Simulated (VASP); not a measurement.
A convergence study with VASP on NbC: one setting is varied, all else stays as given below, so the limit is that of these other settings.

```yaml
crystal:
  lattice:
    - [3.15129, 0.00000, 0.00000]
    - [-3.15129, 3.15129, 0.00000]
    - [0.00000, 0.00000, 20.68491]
  atoms:
    - { symbol: C, position: [0.00000, 0.00000, 0.33841] }
    - { symbol: C, position: [0.00000, 0.50000, 0.44614] }
    - { symbol: C, position: [0.00000, 0.00000, 0.55386] }
    - { symbol: C, position: [0.00000, 0.50000, 0.66159] }
    - { symbol: Nb, position: [0.00000, 0.00000, 0.44614] }
    - { symbol: Nb, position: [0.00000, 0.50000, 0.33841] }
    - { symbol: Nb, position: [0.00000, 0.00000, 0.66159] }
    - { symbol: Nb, position: [0.00000, 0.50000, 0.55386] }
```

These are PBE GGA, VASP's PBE PAW potentials (set 64) (plane waves; VASP) values and carry that method's errors. The tightest run used: 400 eV cut-off, 12×12×1 Γ-centred mesh, Fermi-Dirac smearing of 0.10 eV, potentials C Nb_sv.

| setting | E (eV/atom) | irreducible k-points |
|---|---|---|
| 3×3×1 mesh | -9.8984 | 3 |
| 4×4×1 mesh | -9.9646 | 6 |
| 5×5×1 mesh | -9.9987 | 6 |

Q: These are the cheaper rows. Estimate the results at 12×12×1 mesh, and how far the last row shown lies from them.

A: 
```tsv
quantity	tightest run	last row shown is off by
E (eV/atom)	-9.9979	-0.0009
```

VASP warned of too few bands at 3×3×1 mesh.

Left out are rungs that failed or repeat a setting and relaxations that didn't move; long series are thinned to 24 rows.

The cell is a sheet or thin cut with vacuum, built from a generated structure. VASP warned that the highest band is occupied, so more bands are needed.
